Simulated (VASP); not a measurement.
Given:

```yaml
crystal:
  lattice:
    - [2.82509, 0.00000, 0.00000]
    - [0.00000, 2.82509, 0.00000]
    - [0.00000, 0.00000, 2.82509]
  atoms:
    - { symbol: Cr, position: [0.00000, 0.00000, 0.00000], spin: 0.7 }
    - { symbol: Cr, position: [0.50000, 0.50000, 0.50000], spin: -0.7 }
```

These are PW91 GGA, VASP's PBE PAW potentials (set 64) (plane waves; VASP) values and carry that method's errors. Run with 520 eV cut-off, 13×13×13 Γ-centred mesh, first-order Methfessel-Paxton smearing of 0.10 eV, potentials Cr_pv.

Question: Give the stress tensor in GPa (positive for a compressed cell).

Answer: 
```
6.32  0.00  0.00
0.00  6.32  0.00
0.00  0.00  6.32
```
The pressure is its mean diagonal, 6.32 GPa.

The compound is Cr in the bcc, AFM order structure. This cell is one point of a volume scan, at 0.97 of the reference volume.
